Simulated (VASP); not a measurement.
All values below come from PBE GGA, VASP's PBE PAW potentials (set 64) (plane waves; VASP).

VASP ran on this input.

File POSCAR:
```
Dy
1.0
  1.8309000000  -3.1712120000   0.0000000000
  1.8309000000   3.1712120000   0.0000000000
  0.0000000000   0.0000000000   5.7630000000
Dy
2
Cartesian
  1.8309000000   1.0570727808   1.4407500000
  1.8309000000  -1.0570727808   4.3222500000
```

### INCAR
```
ENCUT = 400   ! plane-wave cut-off (eV)
ALGO = Normal
SYSTEM = Dy
ISIF = 2   ! forces and stress, cell fixed
NELM = 100   ! most electronic steps
LMAXMIX = 6   ! l cut-off of mixed one-centre charges
LREAL = F
LASPH = T
PREC = Accurate
LWAVE = F
EDIFF = 1E-6   ! SCF stop (eV)
GGA = PE
LCHARG = F
ISMEAR = 1   ! Methfessel-Paxton
SIGMA = 0.1
```

File KPOINTS:
```
Automatic
0
gamma
 10 10 6
0 0 0
```

POTCAR, in this order: Dy_3 (PBE.64 set). Program: vasp_std.

Output

OUTCAR:
```
 ion  position               nearest neighbor table
   1  0.333  0.667  0.250-   2 3.57   2 3.57   2 3.57   2 3.57   2 3.57   2 3.57
   2  0.667  0.333  0.750-   1 3.57   1 3.57   1 3.57   1 3.57   1 3.57   1 3.57
  LATTYP: Found a hexagonal cell.
 ALAT       =     3.6618001528
 C/A-ratio  =     1.5738160903
 Subroutine PRICEL returns:
 Original cell was already a primitive cell.
 Subroutine GETGRP returns: Found 24 space group operations
The static configuration has the point symmetry D_3d.
 The point group associated with its full space group is D_6h.
The dynamic configuration has the point symmetry D_3d.
 Subroutine INISYM returns: Found 24 space group operations
 Subroutine IBZKPT returns following result:
 Found     56 irreducible k-points:

 Following reciprocal coordinates:
            Coordinates               Weight
  0.000000  0.000000  0.000000      1.000000
  0.100000 -0.000000  0.000000      6.000000
  0.200000 -0.000000  0.000000      6.000000
  0.300000  0.000000  0.000000      6.000000
  0.400000  0.000000  0.000000      6.000000
  0.500000  0.000000  0.000000      3.000000
  0.100000  0.100000  0.000000      6.000000
  0.200000  0.100000  0.000000     12.000000
  0.300000  0.100000  0.000000     12.000000
  0.400000  0.100000  0.000000     12.000000
  0.200000  0.200000  0.000000      6.000000
  0.300000  0.200000  0.000000     12.000000
  0.400000  0.200000  0.000000      6.000000
  0.300000  0.300000  0.000000      6.000000
  0.000000  0.000000  0.166667      2.000000
  0.100000 -0.000000  0.166667     12.000000
  0.200000 -0.000000  0.166667     12.000000
  0.300000  0.000000  0.166667     12.000000
  0.400000  0.000000  0.166667     12.000000
  0.500000  0.000000  0.166667      6.000000
  0.100000  0.100000  0.166667     12.000000
  0.200000  0.100000  0.166667     24.000000
...
```

File OSZICAR:
```
       N       E                     dE             d eps       ncg     rms          rms(c)
DAV:   1     0.387431765239E+02    0.38743E+02   -0.77629E+03  1464   0.101E+03
DAV:   2    -0.648750437978E+01   -0.45231E+02   -0.44375E+02  1486   0.263E+02
DAV:   3    -0.896222684482E+01   -0.24747E+01   -0.23047E+01  2041   0.347E+01
DAV:   4    -0.904788051122E+01   -0.85654E-01   -0.84230E-01  1872   0.735E+00
DAV:   5    -0.905162939451E+01   -0.37489E-02   -0.37468E-02  2194   0.100E+00    0.231E+01
DAV:   6    -0.904759362146E+01    0.40358E-02   -0.26276E-02  2179   0.148E+00    0.138E+01
DAV:   7    -0.905375096463E+01   -0.61573E-02   -0.49745E-02  2177   0.204E+00    0.243E-01
DAV:   8    -0.905337799189E+01    0.37297E-03   -0.28437E-03  1856   0.438E-01    0.585E-02
DAV:   9    -0.905339627140E+01   -0.18280E-04   -0.22178E-04  1802   0.137E-01    0.319E-02
DAV:  10    -0.905338952055E+01    0.67508E-05   -0.35731E-05  1940   0.476E-02    0.393E-02
DAV:  11    -0.905339049581E+01   -0.97526E-06   -0.37418E-06  1701   0.161E-02
   1 F= -.90533905E+01 E0= -.90544965E+01  d E =0.331806E-02
```

**OUTCAR**
```
------------------------ aborting loop because EDIFF is reached ----------------------------------------
  FORCE on cell =-STRESS in cart. coord.  units (eV):
  Direction    XX          YY          ZZ          XY          YZ          ZX
  --------------------------------------------------------------------------------------
  Total       -0.5917151     -0.5917151     -1.1012866      0.0000000     -0.0000000      0.0000000
  in kB      -14.1662434    -14.1662449    -26.3658883      0.0000000     -0.0000000      0.0000000
  external PRESSURE =     -18.2327922 kB  Pullay stress =       0.0000000 kB
  volume of cell :       66.92
      direct lattice vectors                 reciprocal lattice vectors
     1.830900000 -3.171212000  0.000000000     0.273089737 -0.157668425  0.000000000
     1.830900000  3.171212000  0.000000000     0.273089737  0.157668425  0.000000000
     0.000000000  0.000000000  5.763000000     0.000000000  0.000000000  0.173520736
 POSITION                                       TOTAL-FORCE (eV/Angst)
 -----------------------------------------------------------------------------------
      1.83090      1.05707      1.44075         0.000000     -0.000000      0.000000
      1.83090     -1.05707      4.32225        -0.000000      0.000000      0.000000
 -----------------------------------------------------------------------------------
    total drift:                               -0.000004      0.000106     -0.000011
  FREE ENERGIE OF THE ION-ELECTRON SYSTEM (eV)
  ---------------------------------------------------
  free  energy   TOTEN  =        -9.0533904958 eV

  energy  without entropy=       -9.0567085511  energy(sigma->0) =       -9.05449651
```
(Selected blocks of OUTCAR.)

The 4f electrons are frozen in the core of the lanthanide potential, so 4f levels, which can set the real gap, and their magnetism are missing.

The compound is Dy in the hcp structure. The cell was not relaxed at this level.
